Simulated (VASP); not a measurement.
Consider the following.

```
AlAs
1.0
    0.00000     2.82682     2.82682
    2.82682     0.00000     2.82682
    2.82682     2.82682     0.00000
Al As
1 1
Cartesian
  0.00000   0.00000   0.00000
  1.41341   1.41341   1.41341
```

The numbers are results of rev-vdW-DF2, VASP's PBE PAW potentials (set 64) (plane waves; VASP), not measurements. Numerical set-up: 520 eV cut-off, 8×8×8 Γ-centred mesh, Gaussian smearing of 0.050 eV, potentials Al As.

Problem. Estimate the energy per atom (σ→0), pressure, band gap (on the k-mesh) with the smallest direct gap where there is one.

Solution. 
The band gap (on the k-mesh) is 1.41 eV. The smallest direct gap (on the k-mesh) comes out as 2.05 eV. The energy per atom (σ→0) is -3497 meV/atom. The pressure comes out as 2.26 GPa.

The absolute energy has meaning only against runs of the same code, potentials and settings.

The compound is AlAs in the zinc blende structure. This cell is one point of a volume scan, at 0.97 of the reference volume.
